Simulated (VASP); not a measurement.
The input files of a VASP run:

**INCAR**
```
SYSTEM = Bi2Te3
PREC = Accurate; ENCUT = 150; LREAL = F
LASPH = T
EDIFF = 1E-6; NELM = 100; ALGO = Normal
LMAXMIX = 4
ISMEAR = 1; SIGMA = 0.136
ISIF = 2
LWAVE = F; LCHARG = F
```

KPOINTS:
```
Automatic mesh
0
Gamma
4 4 4
0.5 0.5 0.5
```

**POSCAR**
```
Bi2Te3
1
    2.1547220000     1.2440290000    10.4879230000
   -2.1547220000     1.2440290000    10.4879230000
    0.0000000000    -2.4880590000    10.4879230000
Bi Te
2 3
Direct
  0.6031700000   0.6031700000   0.6031700000
  0.3968300000   0.3968300000   0.3968300000
  0.7831930000   0.7831930000   0.7831930000
  0.2168070000   0.2168070000   0.2168070000
  0.0000000000   0.0000000000   0.0000000000
```

POTCAR, in this order: Bi_d Te (LDA.64 set). Program: vasp_std.

Question: Write an equivalent input for Quantum ESPRESSO's pw.x.

Answer: One equivalent input (not run):
```
&CONTROL
  calculation = 'scf'
  pseudo_dir = './pseudo'
  outdir = './out'
  tprnfor = .true.
  tstress = .true.
/
&SYSTEM
  ibrav = 0
  nat = 5
  ntyp = 2
  ecutwfc = 82.3
  occupations = 'smearing'
  smearing = 'methfessel-paxton'
  degauss = 0.009996
  input_dft = 'pz'
/
&ELECTRONS
  conv_thr = 7.3e-08
  electron_maxstep = 100
/
ATOMIC_SPECIES
  Bi 208.980 Bi.upf
  Te 127.600 Te.upf
CELL_PARAMETERS angstrom
     2.1547220    1.2440290   10.4879230
    -2.1547220    1.2440290   10.4879230
     0.0000000   -2.4880590   10.4879230
ATOMIC_POSITIONS crystal
  Bi   0.6031700  0.6031700  0.6031700
  Bi   0.3968300  0.3968300  0.3968300
  Te   0.7831930  0.7831930  0.7831930
  Te   0.2168070  0.2168070  0.2168070
  Te   0.0000000  0.0000000  0.0000000
K_POINTS automatic
  4 4 4 1 1 1
```
The two are equivalent in intent, not identical: the potentials are each code's own (VASP's PAW set, PseudoDojo norm-conserving files in pw.x), so ENCUT and ecutwfc are chosen apart and not converted; conv_thr bounds pw.x's estimated SCF error, while EDIFF bounds the energy change between steps.

The structure comes from a computed database's Bi2Te3 entry; how it stands against other phases isn't given here. The cell was not relaxed at this level. The k-mesh is coarse (spacing up to 0.42 per Å, 2π included), so the numbers may not be converged in it. The run is one of a series of settings (ENCUT = 150, ISMEAR = 1, SIGMA = 0.136, KPOINTS 4×4×4 Γ-centred mesh shifted by (0.5, 0.5, 0.5) against the base run), some of them coarse on purpose.
